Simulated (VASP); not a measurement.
## BiS: changing the strain (εxx = s, εyy = s)

```
Bi S
1.0
     2.10927    1.21779    3.50049
    -2.10927    1.21779    3.50049
     0.00000   -2.43558    3.50049
Bi S
1 1
Direct
  0.00000 0.00000 0.00000
  0.50000 0.50000 0.50000
```

The cell comes from a database or a generator and needn't be the form met in nature.

Kept alike: task single point; functional PBE; k mesh 8 × 8 × 8; occupations fermi-dirac, width 0.05 eV; no spin polarisation. Program: VASP, PBE PAW files Bi_d, S, 520 eV. The mesh is that of the run's cell of 2 atoms. No spin-orbit coupling.

```csv
s,free energy over the lowest row (meV/atom)
-0.04,11.44
-0.02,0.10
-0.01,0.00
0,3.38
0.01,10.05
0.02,19.82
0.04,48.01
```

The cell shown is the unstrained one; x, y and z are its Cartesian axes; atoms keep their fractions. For a metal such a mesh leaves the last digits unconverged.

The free energy is lowest at -0.01, and 48.01 meV an atom higher at 0.04.

The supplied cell is slightly too wide in the plane for its fixed height. The near-equal energies at -0.02 and -0.01 place the minimum between them, so the unstrained cell is under in-plane tension. Around that minimum the curve is roughly parabolic, but its curvature falls steadily from compression to expansion. This is the usual anharmonicity of a bond: short-range repulsion steepens as Bi and S are pushed together, while the attraction weakens as they are drawn apart. The strain keeps the threefold axis, so all six Bi–S contacts of the distorted rock-salt arrangement change equally, and their angles shift as well. The odd electron count leaves one electron per formula unit beyond a filled S 3p shell, probably in Bi 6p–S 3p antibonding states, which should soften the bonds. Both atoms sit on inversion centres, so holding their fractions suppresses no relaxation that this symmetry would allow. The minimum is one of in-plane strain at fixed height, and doesn't show that the structure is stable against Bi off-centring or a change in the axial length.
